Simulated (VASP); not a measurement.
Here is a VASP 6.6.1 calculation.

INCAR

```
SYSTEM = BeOsF
  ALGO = Fast
  EDIFF = 1E-6
  EDIFFG = -0.01
  ENCUT = 600
  GGA = PE
  IBRION = 2
  ISIF = 3
  ISMEAR = 0
  LASPH = .True.
  LCHARG = .False.
  LREAL = .False.
  LWAVE = .False.
  NELM = 80
  NSW = 40
  PREC = Accurate
  SIGMA = 0.05
```

The input KPOINTS:

```
k-points
0
Gamma
  9 9 8
  0 0 0
```

POSCAR

```
BeOsF
1.0
    3.4755500200      0.0000000000      0.0000000000
   -1.7377750100      3.0099146100      0.0000000000
    0.0000000000      0.0000000000      3.4842265700
Be Os F
1 1 1
Direct
    0.3333333300      0.6666666700      0.5000000000
    0.0000000000      0.0000000000      0.5000000000
    0.6666666700      0.3333333300      0.0000000000
```

Potentials or basis: VASP PAW PBE potentials, release 64 (Be, Os, F).

Run with:

```sh
$ cat potpaw_PBE.64/Be/POTCAR potpaw_PBE.64/Os/POTCAR potpaw_PBE.64/F/POTCAR > POTCAR
$ mpirun -np 1 vasp_std > vasp.out
```

Question: What does it give for the relaxed cell?

Answer: a = 4.060 Å, b = 4.060 Å, c = 2.466 Å, α = 90.00°, β = 90.00°, γ = 120.00°.

Question: Estimate the relaxed volume.

Answer: 11.74 Å³/atom.

Final structure:
```cif
data_structure
_symmetry_space_group_name_H-M 'P 1'
_symmetry_Int_Tables_number 1
_cell_length_a 4.0600
_cell_length_b 4.0600
_cell_length_c 2.4663
_cell_angle_alpha 90.000
_cell_angle_beta 90.000
_cell_angle_gamma 120.000
_cell_volume 35.21
loop_
_atom_site_label
_atom_site_type_symbol
_atom_site_fract_x
_atom_site_fract_y
_atom_site_fract_z
_atom_site_occupancy
Be1 Be 0.33333 0.66667 0.50000 1
Os1 Os 0.00000 0.00000 0.50000 1
F1 F 0.66667 0.33333 0.00000 1
```

Caveat: an odd number of electrons without spin polarisation forces a metal; a magnetic or distorted state may lie lower. The run has no spin-orbit coupling, so splittings on Os are missing.
